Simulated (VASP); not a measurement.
Computed with PBE GGA, VASP's PBE PAW potentials (set 64) (plane waves; VASP 6.6.1).

VASP ran on this input.

POSCAR:
```
Au16S
21.4555710
  0.2738906718   0.0000000000   0.0000000000
  0.1369453596   0.2371962898   0.0000000000
  0.0000000000   0.0000000000   0.9999999941
Au S
16 1
Cartesian
  0.1371193497   0.2370999963   0.3314388853
  0.2737167054   0.2370999963   0.3314388853
  0.3423633517   0.1191227856   0.3299248970
  0.2054180157   0.1184976609   0.3328041992
  0.0684728088   0.0387635056   0.4446634614
  0.2054181449   0.0407306522   0.4455493935
  0.1354342442   0.1588094672   0.4455310182
  0.2754020692   0.1588094672   0.4455310182
  0.2749409996   0.0803219844   0.5558997365
  0.1358947502   0.0803219844   0.5558997365
  0.3423632226   0.1980896975   0.5603234375
  0.2054178869   0.1997899245   0.5536778540
  0.4045929752   0.2297255332   0.6686932472
  0.2801337503   0.2297255332   0.6686932472
  0.0684726785   0.1051341775   0.6760865997
  0.2054180161   0.1220478720   0.6607702191
  0.0684726697   0.0178726602   0.7465961129
```

INCAR:
```
ALGO=Normal
DIPOL=0.5 0.5 0.5
EDIFF=1E-6
ENCUT=400
GGA=PE
IDIPOL=3
ISMEAR=1
LASPH=.TRUE.
LCHARG=.FALSE.
LDIPOL=.TRUE.
LMAXMIX=6
LORBIT=11
LREAL=.FALSE.
LVHAR=.TRUE.
LWAVE=.FALSE.
NELM=100
NELMIN=4
PREC=Normal
SIGMA=0.1
SYSTEM=Au16S
```

### KPOINTS
```
Automatic mesh
0
Gamma
5 5 1
0 0 0
```

POTCAR, in this order: Au S (PBE.64 set). Program: vasp_std. Read from the step before: WAVECAR.

The resulting files:

File OSZICAR:
```
       N       E                     dE             d eps       ncg     rms          rms(c)
DAV:   1    -0.531599856793E+02   -0.53160E+02   -0.11174E-02  2598   0.499E-01    0.215E-01
DAV:   2    -0.531827695992E+02   -0.22784E-01   -0.24541E-01  2913   0.238E+00    0.899E-01
DAV:   3    -0.531582265311E+02    0.24543E-01   -0.16037E-01  3028   0.191E+00    0.300E-02
DAV:   4    -0.531583043526E+02   -0.77821E-04   -0.59546E-04  2119   0.674E-02    0.177E-02
DAV:   5    -0.531583073218E+02   -0.29692E-05   -0.15608E-05  2283   0.128E-02    0.134E-02
DAV:   6    -0.531583052081E+02    0.21138E-05   -0.12963E-05  1474   0.180E-02    0.437E-03
DAV:   7    -0.531583059749E+02   -0.76683E-06   -0.25888E-06  1350   0.618E-03
   1 F= -.53158306E+02 E0= -.53156084E+02  d E =-.666606E-02
```

File OUTCAR:
```
------------------------ aborting loop because EDIFF is reached ----------------------------------------
  FORCE on cell =-STRESS in cart. coord.  units (eV):
  Direction    XX          YY          ZZ          XY          YZ          ZX
  --------------------------------------------------------------------------------------
  Total       -2.0437343     -5.2243868      0.3542558     -0.0000005      0.6430265      0.0000001
  in kB       -5.1030481    -13.0448938      0.8845496     -0.0000013      1.6055880      0.0000002
  external PRESSURE =      -5.7544641 kB  Pullay stress =       0.0000000 kB
  volume of cell :      641.66
      direct lattice vectors                 reciprocal lattice vectors
     5.876480755  0.000000000  0.000000000     0.170169876 -0.098247636  0.000000000
     2.938240887  5.089181837  0.000000000     0.000000000  0.196495239  0.000000000
     0.000000000  0.000000000 21.455570874     0.000000000  0.000000000  0.046607942
 POSITION                                       TOTAL-FORCE (eV/Angst)
 -----------------------------------------------------------------------------------
      2.94197      5.08712      7.11121        -0.064663      0.001573      0.009370
      5.87275      5.08712      7.11121         0.064663      0.001573      0.009370
      7.34560      2.55585      7.07873         0.000000      0.019247      0.076554
      4.40736      2.54243      7.14050        -0.000000     -0.005186      0.011142
      1.46912      0.83169      9.54051         0.000000      0.091030     -0.025544
      4.40736      0.87390      9.55952        -0.000000     -0.042908      0.010851
      2.90582      3.40735      9.55912         0.004779      0.011183     -0.052666
      5.90891      3.40735      9.55912        -0.004779      0.011183     -0.052666
      5.89902      1.72335     11.92715        -0.047234     -0.085325     -0.018711
      2.91570      1.72335     11.92715         0.047234     -0.085325     -0.018711
      7.34560      4.25013     12.02206        -0.000000     -0.096912     -0.151456
      4.40736      4.28661     11.87947         0.000000      0.020962     -0.097450
      8.68077      4.92889     14.34720         0.082742     -0.156888      0.170363
      6.01043      4.92889     14.34720        -0.082742     -0.156888      0.170363
      1.46912      2.25571     14.50582         0.000000      0.897234     -0.091175
      4.40736      2.61861     14.17720        -0.000000     -0.590898     -0.010817
      1.46912      0.38347     16.01865         0.000000      0.166346      0.061182
 -----------------------------------------------------------------------------------
    total drift:                               -0.000030     -0.002055     -0.002220
  FREE ENERGIE OF THE ION-ELECTRON SYSTEM (eV)
  ---------------------------------------------------
  free  energy   TOTEN  =       -53.1583059749 eV

  energy  without entropy=      -53.1516399179  energy(sigma->0) =      -53.15608396

 total charge

# of ion       s       p       d       tot
------------------------------------------
    1        0.544   0.233   8.764   9.541
    2        0.544   0.233   8.764   9.541
    3        0.547   0.229   8.762   9.537
    4        0.540   0.237   8.757   9.534
    5        0.506   0.315   8.761   9.582
    6        0.526   0.292   8.776   9.594
    7        0.525   0.296   8.777   9.599
    8        0.525   0.296   8.777   9.599
    9        0.527   0.306   8.774   9.608
   10        0.527   0.306   8.774   9.608
   11        0.535   0.339   8.734   9.608
   12        0.531   0.312   8.780   9.622
   13        0.576   0.360   8.732   9.668
   14        0.576   0.360   8.732   9.668
   15        0.533   0.301   8.760   9.594
   16        0.523   0.251   8.809   9.582
   17        1.363   2.237   0.000   3.600
--------------------------------------------------
tot          9.948   6.904 140.233 157.085
```
(Selected blocks of OUTCAR.)

The run did not end as a converged relaxation.

The cell is a thin slab with vacuum, built from Au (fcc): (111) face, S adsorbed.
